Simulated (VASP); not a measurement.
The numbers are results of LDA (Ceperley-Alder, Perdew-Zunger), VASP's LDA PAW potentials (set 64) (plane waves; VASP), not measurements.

A VASP calculation is set up with these files.

KPOINTS:
```
Regular mesh
0
G
10 10 10
0 0 0
```

### INCAR
```
SYSTEM = K
PREC = Accurate
ENCUT = 500
EDIFF = 1E-6
NELM = 100
ALGO = Normal
LREAL = .FALSE.
LASPH = .TRUE.
ISMEAR = 1
SIGMA = 0.1
LWAVE = .FALSE.
LCHARG = .FALSE.
IBRION = 2
ISIF = 3
NSW = 40
EDIFFG = -0.02
PSTRESS = 50
```

### POSCAR
```
K
1
   -2.5207137189     2.5207137189     2.5207137189
    2.5207137189    -2.5207137189     2.5207137189
    2.5207137189     2.5207137189    -2.5207137189
K
1
Direct
  0.0000000000   0.0000000000   0.0000000000
```

POTCAR, in this order: K_sv (LDA.64 set). Program: vasp_std.

Output

### OSZICAR
```
       N       E                     dE             d eps       ncg     rms          rms(c)
DAV:   1     0.482575340993E+02    0.48258E+02   -0.36824E+03   752   0.851E+02
DAV:   2     0.340524361107E+00   -0.47917E+02   -0.47619E+02   768   0.230E+02
DAV:   3    -0.113727593892E+01   -0.14778E+01   -0.14712E+01  1240   0.351E+01
DAV:   4    -0.116287463224E+01   -0.25599E-01   -0.25531E-01  1120   0.376E+00
DAV:   5    -0.116316322851E+01   -0.28860E-03   -0.28860E-03  1288   0.263E-01    0.253E+00
DAV:   6    -0.116170998365E+01    0.14532E-02   -0.20960E-03  1192   0.377E-01    0.159E+00
DAV:   7    -0.116125228747E+01    0.45770E-03   -0.37130E-03  1128   0.438E-01    0.684E-02
DAV:   8    -0.116124970871E+01    0.25788E-05   -0.29116E-04  1200   0.220E-01    0.207E-02
DAV:   9    -0.116125595986E+01   -0.62511E-05   -0.10170E-05  1152   0.265E-02    0.856E-03
DAV:  10    -0.116125600300E+01   -0.43145E-07   -0.21636E-06  1112   0.134E-02
   1 F= 0.83809934E+00 E0= 0.83842945E+00  d E =0.838099E+00
       N       E                     dE             d eps       ncg     rms          rms(c)
DAV:   1    -0.839685089070E+01   -0.72356E+01   -0.19129E+02   808   0.176E+02    0.299E+01
DAV:   2    -0.178832400146E+01    0.66085E+01   -0.15062E+01   816   0.475E+01    0.107E+01
DAV:   3    -0.100202712584E+01    0.78630E+00   -0.41974E+00  1320   0.177E+01    0.588E+00
DAV:   4    -0.100566708395E+01   -0.36400E-02   -0.42316E-01  1312   0.512E+00    0.226E+00
DAV:   5    -0.105887175558E+01   -0.53205E-01   -0.15659E-01  1136   0.159E+00    0.449E-01
DAV:   6    -0.105869878541E+01    0.17297E-03   -0.13798E-03  1024   0.345E-01    0.407E-01
DAV:   7    -0.105990319937E+01   -0.12044E-02   -0.17513E-03  1048   0.454E-01    0.144E-01
DAV:   8    -0.105994260452E+01   -0.39405E-04   -0.94600E-05   952   0.107E-01    0.202E-02
DAV:   9    -0.105994247194E+01    0.13258E-06   -0.43533E-06  1128   0.230E-02
   2 F= 0.41473938E+00 E0= 0.41498634E+00  d E =-.423360E+00
       N       E                     dE             d eps       ncg     rms          rms(c)
DAV:   1    -0.201718191547E+01   -0.95724E+00   -0.29229E+01   792   0.713E+01    0.661E+00
DAV:   2    -0.109553634604E+01    0.92165E+00   -0.25202E+00   848   0.219E+01    0.264E+00
DAV:   3    -0.923406808468E+00    0.17213E+00   -0.10655E+00  1168   0.100E+01    0.166E+00
DAV:   4    -0.933369114479E+00   -0.99623E-02   -0.25778E-02   896   0.173E+00    0.947E-01
DAV:   5    -0.944656960292E+00   -0.11288E-01   -0.19588E-02  1088   0.773E-01    0.207E-01
DAV:   6    -0.946618234871E+00   -0.19613E-02   -0.29656E-03  1232   0.323E-01    0.333E-02
DAV:   7    -0.946638269551E+00   -0.20035E-04   -0.35641E-05  1128   0.532E-02    0.130E-02
DAV:   8    -0.946638616805E+00   -0.34725E-06   -0.43219E-06  1160   0.105E-02
   3 F= 0.35843149E+00 E0= 0.35886522E+00  d E =-.479668E+00
       N       E                     dE             d eps       ncg     rms          rms(c)
DAV:   1    -0.994328025027E+00   -0.47690E-01   -0.26308E+00   776   0.217E+01    0.211E+00
DAV:   2    -0.918147384137E+00    0.76181E-01   -0.24369E-01   848   0.672E+00    0.817E-01
DAV:   3    -0.899646012563E+00    0.18501E-01   -0.94653E-02  1120   0.302E+00    0.724E-01
DAV:   4    -0.901212428238E+00   -0.15664E-02   -0.35734E-03  1072   0.794E-01    0.178E-01
DAV:   5    -0.901630146676E+00   -0.41772E-03   -0.27418E-03  1064   0.366E-01    0.756E-02
DAV:   6    -0.901741633064E+00   -0.11149E-03   -0.12020E-04  1312   0.633E-02    0.136E-02
DAV:   7    -0.901738915005E+00    0.27181E-05   -0.63266E-06  1184   0.223E-02    0.114E-03
DAV:   8    -0.901739046503E+00   -0.13150E-06   -0.45523E-07   520   0.376E-03
   4 F= 0.35544425E+00 E0= 0.35602295E+00  d E =-.482655E+00
```

File OUTCAR:
```
------------------------ aborting loop because EDIFF is reached ----------------------------------------
  FORCE on cell =-STRESS in cart. coord.  units (eV):
  Direction    XX          YY          ZZ          XY          YZ          ZX
  --------------------------------------------------------------------------------------
  Total        1.2676858      1.2676858      1.2676858      0.0000000      0.0000000     -0.0000000
  in kB       50.4177016     50.4177016     50.4177016      0.0000000      0.0000000     -0.0000000
  external PRESSURE =       0.4177016 kB  Pullay stress =      50.0000000 kB
  volume of cell :       40.28
      direct lattice vectors                 reciprocal lattice vectors
    -2.159532428  2.159532428  2.159532428     0.000000000  0.231531601  0.231531601
     2.159532428 -2.159532428  2.159532428     0.231531601  0.000000000  0.231531601
     2.159532428  2.159532428 -2.159532428     0.231531601  0.231531601  0.000000000
 POSITION                                       TOTAL-FORCE (eV/Angst)
 -----------------------------------------------------------------------------------
     -2.15953      2.15953      2.15953        -0.000000      0.000000     -0.000000
 -----------------------------------------------------------------------------------
    total drift:                               -0.000000     -0.000000      0.000000
  FREE ENERGIE OF THE ION-ELECTRON SYSTEM (eV)
  ---------------------------------------------------
  free  energy   TOTEN  =        -0.9017390465 eV

  energy  without entropy=       -0.9000029437  energy(sigma->0) =       -0.90116035
  enthalpy is  TOTEN    =         0.3554442515 eV   P V=        1.2571832980

 reached required accuracy - stopping structural energy minimisation
```
(Selected blocks of OUTCAR.)

CONTCAR:
```
K
   1.00000000000000
    -2.1595324275788963    2.1595324275788963    2.1595324275788963
     2.1595324275788963   -2.1595324275788963    2.1595324275788963
     2.1595324275788963    2.1595324275788963   -2.1595324275788963
  K
     1
Direct
     1.0000000000000000    0.0000000000000000    0.0000000000000000
```

OUTCAR:
```
 val. band max:        1.5200801172   @ k =  -0.3000   0.4000   0.2000

 cond. band min:       1.5461669983   @ k =   0.3000   0.2000   0.0000


 Fermi energy:         1.5342893028

 k-point     1 :       0.0000    0.0000    0.0000
  band No.  band energies     occupation
      1     -30.2483      2.00000
      2     -13.7581      2.00000
      3     -13.7581      2.00000
      4     -13.7581      2.00000
      5      -1.6132      2.00000
      6       6.0223      0.00000
      7       6.0223      0.00000
      8       6.0223      0.00000

 k-point     2 :       0.1000    0.0000    0.0000
  band No.  band energies     occupation
      1     -30.2424      2.00000
      2     -13.8081      2.00000
      3     -13.7723      2.00000
      4     -13.7586      2.00000
      5      -1.3985      2.00000
      6       5.8095      0.00000
      7       5.8267      0.00000
      8       6.2215      0.00000

 k-point     3 :       0.2000    0.0000    0.0000
  band No.  band energies     occupation
      1     -30.2269      2.00000
      2     -13.9355      2.00000
      3     -13.8092      2.00000
      4     -13.7600      2.00000
      5      -0.7938      2.00000
      6       5.0647      0.00000
      7       5.3422      0.00000
      8       6.8051      0.00000

 k-point     4 :       0.3000    0.0000    0.0000
  band No.  band energies     occupation
      1     -30.2077      2.00000
      2     -14.0862      2.00000
      3     -13.8543      2.00000
      4     -13.7618      2.00000
      5       0.0869      2.00000
      6       4.1228      0.00000
      7       4.8778      0.00000
      8       7.3661      0.00000

 k-point     5 :       0.4000    0.0000    0.0000
  band No.  band energies     occupation
      1     -30.1921      2.00000
      2     -14.2034      2.00000
      3     -13.8903      2.00000
      4     -13.7633      2.00000
      5       1.0464      2.00000
      6       3.3143     -0.00000
      7       4.5601      0.00000
...
```

Energy and stress use the plane-wave basis of the starting cell.

The compound is K in the bcc structure. This run relaxes it under an external pressure of 5 GPa. Symmetry was kept, so distortions that lower it aren't found.
